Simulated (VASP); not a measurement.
Hf2B:

```
Hf B
1.0
     0.00000    2.98402    2.98402
     2.98402    0.00000    2.98402
     2.98402    2.98402    0.00000
Hf B
2 1
Direct
  0.25000 0.25000 0.25000
  0.75000 0.75000 0.75000
  0.00000 0.00000 0.00000
```

The cell was built by a generator and needn't be a form met in nature.

```yaml
Program: VASP 6.6.1
Task: relaxation of cell and atoms
Functional: PBE
Potentials_or_basis: VASP PAW PBE potentials, release 64 (Hf_pv, B)
Cutoff: 520 eV
k_mesh: 6 × 6 × 6
Occupations: gaussian, width 0.15 eV
Spin: no spin polarisation
```

At the start: pressure -7.1 GPa; volume 17.71 Å³/atom.

Where does the relaxation end?

Over 3 steps the energy falls by 23.3 meV/atom and the volume is 16.74 Å³/atom (-5.5 %); space group Fm-3m (No. 225, to 0.05 Å).

The path:
| step | energy change (eV) | largest force (eV/Å) | pressure (GPa) | volume (Å³) |
| --- | --- | --- | --- | --- |
| 1 | 0.0000 | 0.0000 | -7.08 | 53.14 |
| 2 | 0.0082 | 0.0000 | 9.06 | 47.35 |
| 3 | -0.0698 | 0.0000 | -0.01 | 50.22 |

Final structure:
```
CELL_PARAMETERS angstrom
0.00000 2.92826 2.92826
2.92826 0.00000 2.92826
2.92826 2.92826 0.00000
ATOMIC_POSITIONS crystal
Hf 0.25000 0.25000 0.25000
Hf 0.75000 0.75000 0.75000
B 0.00000 0.00000 0.00000
```
